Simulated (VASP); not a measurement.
Here is the system:

```
BeZn3O4
1.0
   -2.18563     2.18563     4.33123
    2.18563    -2.18563     4.33123
    2.18563     2.18563    -4.33123
Be Zn O
1 3 4
Cartesian
 -2.18563   2.18563   4.33123
  0.00000   0.00000   4.33123
  2.18563   0.00000   2.16561
  0.00000   2.18563   2.16561
  1.22672   1.22672   3.36498
  1.22672  -1.22672   5.29747
  0.95891   0.95891  -0.96624
  0.95891   3.41235   0.96624
```

These are PBEsol GGA, VASP's PBE PAW potentials (set 64) (plane waves; VASP) values and carry that method's errors. Run with 520 eV cut-off, Gaussian smearing of 0.050 eV, potentials Be Zn O.

Problem. Estimate the band gap (along the path) with the smallest direct gap where there is one.

Solution. 
```yaml
band gap (along the path): 1.55 eV
smallest direct gap (along the path): 1.55 eV
```

Total energies compare only between runs with the same potentials, cut-off and functional.

The structure comes from a computed database's BeZn3O4 entry (I-42m); how it stands against other phases isn't given here. It was relaxed first.
